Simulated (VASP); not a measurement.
A convergence study with VASP on SiC (zinc blende): one setting is varied, all else stays as given below, so the limit is that of these other settings.

```xyz
2
Lattice="0.0000 2.1800 2.1800 2.1800 0.0000 2.1800 2.1800 2.1800 0.0000" Properties=species:S:1:pos:R:3 pbc="T T T"
Si     0.0000     0.0000     0.0000
C      1.0900     1.0900     1.0900
```

Level of theory: PBEsol GGA, VASP's PBE PAW potentials (set 64) (plane waves; VASP). The tightest run used: 700 eV cut-off, 20×20×20 Γ-centred mesh, Gaussian smearing of 0.050 eV, potentials Si C.

Task: The settings run are 1×1×1 mesh; 2×2×2 mesh; 3×3×3 mesh; 4×4×4 mesh; 5×5×5 mesh; 6×6×6 mesh; 7×7×7 mesh; 8×8×8 mesh; 10×10×10 mesh; 11×11×11 mesh; 12×12×12 mesh; 13×13×13 mesh; 14×14×14 mesh; 15×15×15 mesh; 16×16×16 mesh; 17×17×17 mesh; 18×18×18 mesh; 19×19×19 mesh; 20×20×20 mesh. From which on does the stress (every component) stay within 0.2 GPa of the tightest run?

Result: From 5×5×5 mesh on: it is off by 0.12 there and by no more than 0.2 in any finer run, while 4×4×4 mesh is off by 0.40.
```tsv
setting	E (eV/atom)	pressure (GPa)	irreducible k-points	difference judged (GPa)
1×1×1 mesh	1.2758	39.82	1	40.14
2×2×2 mesh	-6.6858	8.29	3	8.61
3×3×3 mesh	-7.7002	1.27	4	1.58
4×4×4 mesh	-7.8939	0.09	8	0.40
5×5×5 mesh	-7.9409	-0.19	10	0.12
6×6×6 mesh	-7.9538	-0.28	16	0.04
7×7×7 mesh	-7.9576	-0.30	20	0.02
8×8×8 mesh	-7.9589	-0.31	29	0.01
10×10×10 mesh	-7.9594	-0.32	47	0.00
11×11×11 mesh	-7.9595	-0.32	56	0.00
12×12×12 mesh	-7.9595	-0.32	72	0.00
13×13×13 mesh	-7.9595	-0.32	84	0.00
14×14×14 mesh	-7.9595	-0.32	104	0.00
15×15×15 mesh	-7.9595	-0.32	120	0.00
16×16×16 mesh	-7.9595	-0.32	145	0.00
17×17×17 mesh	-7.9595	-0.32	165	0.00
18×18×18 mesh	-7.9595	-0.32	195	0.00
19×19×19 mesh	-7.9595	-0.32	220	0.00
20×20×20 mesh	-7.9595	-0.32	256	0.00
```

Left out are rungs that failed or repeat a setting and relaxations that didn't move; long series are thinned to 24 rows.

The compound is SiC in the zinc blende structure. The cell was not relaxed at this level.
